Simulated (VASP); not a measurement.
Here is the system:

```
CELL_PARAMETERS angstrom
      0.00000     5.08707     5.08707
      5.08707     0.00000     5.08707
      5.08707     5.08707     0.00000
ATOMIC_POSITIONS crystal
  Rb 0.25000 0.25000 0.25000
  Rb 0.75000 0.75000 0.75000
  Rb 0.50000 0.50000 0.50000
  Li 0.00000 0.00000 0.00000
```

Level of theory: PBEsol GGA, VASP's PBE PAW potentials (set 64) (plane waves; VASP). Numerical set-up: 520 eV cut-off, 6×6×6 Γ-centred mesh, tetrahedra with Blöchl corrections, potentials Rb_sv Li_sv.

### Question
What does the run give for the energy per atom (σ→0), band gap (on the k-mesh) with the smallest direct gap where there is one?

### Answer

```
Quantity                                                     Value
------------------------  ----------------------------------------
band gap (on the k-mesh)  none (metal, semimetal or under 0.01 eV)
energy per atom (σ→0)                               -1.140 eV/atom
```

Only differences to runs with the same potentials and settings are physical.

The structure comes from a computed database's Rb3Li entry (Fm-3m); how it stands against other phases isn't given here. It was relaxed first.
